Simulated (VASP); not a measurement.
All values below come from PBE GGA, VASP's PBE PAW potentials (set 64) (plane waves; VASP 6.6.1).

VASP input:

File KPOINTS:
```
Automatic mesh
0
Gamma
16 16 16
0 0 0
```

File POSCAR:
```
Au
1
   -0.0000000000     2.0776498161     2.0776498161
    2.0776498161    -0.0000000000     2.0776498161
    2.0776498161     2.0776498161    -0.0000000000
Au
1
Direct
  0.0000000000   0.0000000000   0.0000000000
```

**INCAR**
```
! general
SYSTEM   =  Au
PREC     =  Normal
ENCUT    =  400
LREAL    =  .FALSE.
LASPH    =  .TRUE.

! electronic loop
EDIFF    =  1E-5   ! SCF stop (eV)
NELM     =  100   ! most electronic steps
NELMIN   =  4
ALGO     =  Fast   ! Davidson, then RMM-DIIS
LMAXMIX  =  6

! smearing
ISMEAR   =  1   ! Methfessel-Paxton
SIGMA    =  0.1   ! width (eV)

! functional
GGA      =  PE

! ions
IBRION   =  2
NSW      =  20   ! most ionic steps
ISIF     =  2   ! forces and stress, cell fixed
EDIFFG   =  -0.03   ! ionic stop

! output
LWAVE    =  .FALSE.
LCHARG   =  .FALSE.
```

POTCAR, in this order: Au (PBE.64 set). Program: vasp_std.

Output of the run:

**OUTCAR**
```
 ion  position               nearest neighbor table
   1  0.000  0.000  0.000-
  LATTYP: Found a face centered cubic cell.
 ALAT       =     4.1552996322
 Subroutine PRICEL returns:
 Original cell was already a primitive cell.
 Subroutine GETGRP returns: Found 48 space group operations
The static configuration has the point symmetry O_h .
The dynamic configuration has the point symmetry O_h .
 Subroutine INISYM returns: Found 48 space group operations
 Subroutine IBZKPT returns following result:
 Found    145 irreducible k-points:

 Following reciprocal coordinates:
            Coordinates               Weight
  0.000000  0.000000  0.000000      1.000000
  0.062500  0.000000  0.000000      8.000000
  0.125000  0.000000  0.000000      8.000000
  0.187500  0.000000  0.000000      8.000000
  0.250000  0.000000  0.000000      8.000000
  0.312500  0.000000  0.000000      8.000000
  0.375000  0.000000  0.000000      8.000000
  0.437500  0.000000  0.000000      8.000000
  0.500000  0.000000  0.000000      4.000000
  0.062500  0.062500  0.000000      6.000000
  0.125000  0.062500  0.000000     24.000000
  0.187500  0.062500  0.000000     24.000000
  0.250000  0.062500  0.000000     24.000000
  0.312500  0.062500  0.000000     24.000000
  0.375000  0.062500  0.000000     24.000000
  0.437500  0.062500  0.000000     24.000000
  0.500000  0.062500  0.000000     24.000000
 -0.437500  0.062500  0.000000     24.000000
 -0.375000  0.062500  0.000000     24.000000
 -0.312500  0.062500  0.000000     24.000000
 -0.250000  0.062500  0.000000     24.000000
 -0.187500  0.062500  0.000000     24.000000
 -0.125000  0.062500  0.000000     24.000000
 -0.062500  0.062500  0.000000     12.000000
  0.125000  0.125000  0.000000      6.000000
...
```

### OSZICAR
```
       N       E                     dE             d eps       ncg     rms          rms(c)
DAV:   1     0.297779365065E+02    0.29778E+02   -0.49924E+03  3195   0.857E+02
DAV:   2    -0.326542580812E+01   -0.33043E+02   -0.30945E+02  2704   0.167E+02
DAV:   3    -0.348219651606E+01   -0.21677E+00   -0.21662E+00  3169   0.140E+01
DAV:   4    -0.348278187469E+01   -0.58536E-03   -0.58534E-03  2933   0.739E-01
DAV:   5    -0.348278529788E+01   -0.34232E-05   -0.34225E-05  2947   0.568E-02    0.802E+00
RMM:   6    -0.323789316363E+01    0.24489E+00   -0.44253E-01  2610   0.702E+00    0.518E+00
RMM:   7    -0.322260826057E+01    0.15285E-01   -0.49962E-02  2610   0.258E+00    0.264E+00
RMM:   8    -0.322089077227E+01    0.17175E-02   -0.45007E-03  2610   0.682E-01    0.383E-01
RMM:   9    -0.322079318259E+01    0.97590E-04   -0.64883E-04  2610   0.273E-01    0.988E-02
RMM:  10    -0.322079985654E+01   -0.66739E-05   -0.73715E-05  2269   0.807E-02
   1 F= -.32207999E+01 E0= -.32207805E+01  d E =-.322080E+01
```

File OUTCAR:
```
------------------------ aborting loop because EDIFF is reached ----------------------------------------
  FORCE on cell =-STRESS in cart. coord.  units (eV):
  Direction    XX          YY          ZZ          XY          YZ          ZX
  --------------------------------------------------------------------------------------
  Total        0.0392637      0.0392637      0.0392637      0.0000000      0.0000000      0.0000000
  in kB        3.5071545      3.5071545      3.5071545      0.0000000      0.0000000      0.0000000
  external PRESSURE =       3.5071545 kB  Pullay stress =       0.0000000 kB
  volume of cell :       17.94
      direct lattice vectors                 reciprocal lattice vectors
     0.000000000  2.077649816  2.077649816    -0.240656532  0.240656532  0.240656532
     2.077649816  0.000000000  2.077649816     0.240656532 -0.240656532  0.240656532
     2.077649816  2.077649816  0.000000000     0.240656532  0.240656532 -0.240656532
 POSITION                                       TOTAL-FORCE (eV/Angst)
 -----------------------------------------------------------------------------------
      0.00000      0.00000      0.00000         0.000000      0.000000      0.000000
 -----------------------------------------------------------------------------------
    total drift:                               -0.000000     -0.000000      0.000000
  FREE ENERGIE OF THE ION-ELECTRON SYSTEM (eV)
  ---------------------------------------------------
  free  energy   TOTEN  =        -3.2207998565 eV

  energy  without entropy=       -3.2207416481  energy(sigma->0) =       -3.22078045

 reached required accuracy - stopping structural energy minimisation
```
(Selected blocks of OUTCAR.)

File OUTCAR:
```
 val. band max:        8.5848513960   @ k =   0.5000   0.3125   0.1250

 cond. band min:       8.6549968489   @ k =   0.5000   0.1875   0.0625


 Fermi energy:         8.5899144772

 k-point     1 :       0.0000    0.0000    0.0000
  band No.  band energies     occupation
      1      -0.6825      2.00000
      2       4.2159      2.00000
      3       4.2159      2.00000
      4       4.2159      2.00000
      5       5.5989      2.00000
      6       5.5989      2.00000
      7      23.2243      0.00000
      8      26.9286      0.00000
      9      26.9286      0.00000

 k-point     2 :       0.0625    0.0000    0.0000
  band No.  band energies     occupation
      1      -0.5523      2.00000
      2       4.1759      2.00000
      3       4.2593      2.00000
      4       4.2593      2.00000
      5       5.5800      2.00000
      6       5.5800      2.00000
      7      23.3645      0.00000
      8      26.0486      0.00000
      9      27.0701      0.00000

 k-point     3 :       0.1250    0.0000    0.0000
  band No.  band energies     occupation
      1      -0.1746      2.00000
      2       4.0802      2.00000
      3       4.3673      2.00000
      4       4.3673      2.00000
      5       5.5477      2.00000
      6       5.5477      2.00000
      7      23.5183      0.00000
      8      24.4404      0.00000
      9      27.4548      0.00000

 k-point     4 :       0.1875    0.0000    0.0000
  band No.  band energies     occupation
      1       0.4005      2.00000
      2       4.0064      2.00000
      3       4.4677      2.00000
      4       4.4677      2.00000
      5       5.5781      2.00000
      6       5.5781      2.00000
      7      21.8321      0.00000
      8      24.2934      0.00000
      9      27.9199      0.00000

 k-point     5 :       0.2500    0.0000    0.0000
  band No.  band energies     occupation
      1       1.0460      2.00000
      2       4.1120      2.00000
      3       4.4736      2.00000
...
```

Unless said otherwise, spin-orbit coupling is left out, though it shifts the bands of the heavy elements here.

The compound is Au in the fcc structure. It was relaxed first, which changed the volume by +6 %.
